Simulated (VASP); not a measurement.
Wanted: the native input for a VASP 6.6.1 run.

* Task: relaxation of the atoms
* Functional: RPBE
* Potentials or basis: VASP PAW PBE potentials, release 64 (Be, Cr_pv)
* Cutoff: 520 eV
* k mesh: 9 × 9 × 9
* Occupations: methfessel-paxton, width 0.2 eV
* Spin: collinear spin, ferromagnetic start
* Starting moments: [0.0, 0.0, 0.0, 0.0, 3.0] μB
* Further INCAR settings: ALGO = Normal; EDIFF = 1e-06; IBRION = 2; EDIFFG = -0.02; NSW = 40

The structure of Be4Cr lies in POSCAR:

```
Be4Cr
1.0
   -2.1814546100      2.1814546100      2.1814546100
    2.1814546100     -2.1814546100      2.1814546100
    2.1814546100      2.1814546100     -2.1814546100
Be Cr
4 1
Direct
    0.0000000000      0.0000000000      0.5000000000
    0.0000000000      0.5000000000      0.0000000000
    0.5000000000      0.0000000000      0.0000000000
    0.5000000000      0.5000000000      0.5000000000
    0.0000000000      0.0000000000      0.0000000000
```

The cell was built by a generator and needn't be a form met in nature.

The input as run:

INCAR

```
PREC     = Accurate       # precision mode
ENCUT    = 520            # plane-wave cutoff, eV
EDIFF    = 1E-6           # SCF threshold, eV
ISMEAR   = 1              # smearing method
SIGMA    = 0.2            # smearing width, eV
LREAL    = F              # projectors in reciprocal space
LASPH    = T              # aspherical terms in the spheres
NELM     = 150            # most SCF steps
ALGO     = Normal         # electronic algorithm
ISIF     = 2              # what is computed and relaxed
LWAVE    = F              # write WAVECAR
LCHARG   = F              # write CHGCAR
ISPIN    = 2              # spin polarisation
MAGMOM   = 0 0 0 0 3      # initial moments
LORBIT   = 11             # projections on sites
LMAXMIX  = 4              # l up to which the mixer works
GGA      = RP             # functional
IBRION   = 2              # ionic algorithm
NSW      = 40             # ionic steps
EDIFFG   = -0.02          # ionic threshold
```

KPOINTS

```
regular mesh
0
Gamma
  9 9 9
```

Potentials or basis: VASP PAW PBE potentials, release 64 (Be, Cr_pv).

The run is started by

```bash
$ cat potpaw_PBE.64/Be/POTCAR potpaw_PBE.64/Cr_pv/POTCAR > POTCAR
$ mpirun -np 1 vasp_std > vasp.out
```

Results of the run:

```
Pressure after relaxing                               : 73.8 GPa
Band gap on the k mesh                                : none (metal or under the smearing width)
Net moment                                            : 0.54 μB per cell
Site moments                                          : Be +0.02; Cr +0.44 μB
Valence electrons inside the program's atomic spheres : Be 1.39; Cr 12.35
```

Caveat: the relaxation stopped at its first step, so nothing moved; a pressure of tens of GPa on the cell as given is suspect, and the run, the potentials or the cell itself is likely at fault; the PAW data sets were made with another functional, which shifts forces and pressure a little.

Wall time 64 s on 1 thread of Intel(R) Xeon(R) Platinum 8375C CPU @ 2.90GHz (Ice Lake), with other jobs on the host, peak memory 0.19 GiB.
